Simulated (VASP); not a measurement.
OSZICAR of a VASP run on Ti (hcp):

OSZICAR:
```
       N       E                     dE             d eps       ncg     rms          rms(c)
DAV:   1     0.219410649286E+03    0.21941E+03   -0.11940E+04  2688   0.161E+03
DAV:   2     0.735648198263E+01   -0.21205E+03   -0.21087E+03  2768   0.451E+02
DAV:   3    -0.181208132274E+02   -0.25477E+02   -0.25361E+02  5280   0.127E+02
DAV:   4    -0.189572084438E+02   -0.83640E+00   -0.83638E+00  2728   0.246E+01
DAV:   5    -0.189945233493E+02   -0.37315E-01   -0.37315E-01  4368   0.369E+00    0.126E+01
DAV:   6    -0.170938478132E+02    0.19007E+01   -0.68355E+00  3192   0.306E+01    0.338E+00
DAV:   7    -0.170681893328E+02    0.25658E-01   -0.76954E-01  4016   0.721E+00    0.202E+00
DAV:   8    -0.170919715217E+02   -0.23782E-01   -0.21670E-01  3072   0.656E+00    0.722E-01
DAV:   9    -0.170832284196E+02    0.87431E-02   -0.47472E-02  3152   0.273E+00    0.671E-02
DAV:  10    -0.170835251917E+02   -0.29677E-03   -0.22962E-03  4264   0.357E-01    0.927E-02
DAV:  11    -0.170835534583E+02   -0.28267E-04   -0.18518E-04  3056   0.131E-01    0.307E-02
DAV:  12    -0.170835426054E+02    0.10853E-04   -0.35819E-05  3448   0.478E-02    0.667E-03
DAV:  13    -0.170835427897E+02   -0.18428E-06   -0.96227E-07  2056   0.115E-02
   1 F= -.17083543E+02 E0= -.17083640E+02  d E =-.170835E+02
       N       E                     dE             d eps       ncg     rms          rms(c)
DAV:   1    -0.170860109149E+02   -0.24683E-02   -0.61161E-02  3664   0.344E+00    0.428E-01
DAV:   2    -0.170835785163E+02    0.24324E-02   -0.11734E-02  4024   0.130E+00    0.124E-01
DAV:   3    -0.170834438293E+02    0.13469E-03   -0.16762E-03  3896   0.294E-01    0.409E-02
DAV:   4    -0.170834975332E+02   -0.53704E-04   -0.31780E-04  3592   0.130E-01    0.157E-02
DAV:   5    -0.170835392313E+02   -0.41698E-04   -0.84249E-05  3480   0.641E-02    0.223E-02
DAV:   6    -0.170835551798E+02   -0.15949E-04   -0.36727E-05  3912   0.462E-02    0.569E-03
DAV:   7    -0.170835569577E+02   -0.17779E-05   -0.39657E-06  2672   0.148E-02    0.135E-03
DAV:   8    -0.170835570725E+02   -0.11477E-06   -0.60713E-07  1480   0.669E-03
   2 F= -.17083557E+02 E0= -.17083660E+02  d E =-.142828E-04
       N       E                     dE             d eps       ncg     rms          rms(c)
DAV:   1    -0.170840535631E+02   -0.49661E-03   -0.11927E-02  3640   0.152E+00    0.189E-01
DAV:   2    -0.170835768993E+02    0.47666E-03   -0.23133E-03  4016   0.574E-01    0.557E-02
DAV:   3    -0.170835517427E+02    0.25157E-04   -0.32942E-04  3856   0.131E-01    0.180E-02
DAV:   4    -0.170835634955E+02   -0.11753E-04   -0.62313E-05  3600   0.577E-02    0.685E-03
DAV:   5    -0.170835715888E+02   -0.80934E-05   -0.16736E-05  3504   0.284E-02    0.984E-03
DAV:   6    -0.170835742925E+02   -0.27037E-05   -0.67747E-06  3264   0.204E-02    0.234E-03
DAV:   7    -0.170835745436E+02   -0.25113E-06   -0.64048E-07  1536   0.687E-03
   3 F= -.17083575E+02 E0= -.17083675E+02  d E =-.317540E-04
```

Question: Which electronic solver shows in the log?

Answer: It is blocked Davidson (ALGO = Normal, or the opening steps of other solvers). The INCAR had ALGO = Normal.

Question: Can the final energy be trusted as converged?

Answer: The calculation finished and met its thresholds. It stopped with EDIFF = 1E-6, NELM = 100, NSW = 60 and EDIFFG = -0.01 after 3 ionic steps (LDA (Ceperley-Alder, Perdew-Zunger), plane waves, VASP's LDA PAW potentials (set 64)).

The compound is Ti in the hcp structure. This run relaxes it. Symmetry was kept, so distortions that lower it aren't found. The start is the result of an earlier pass.
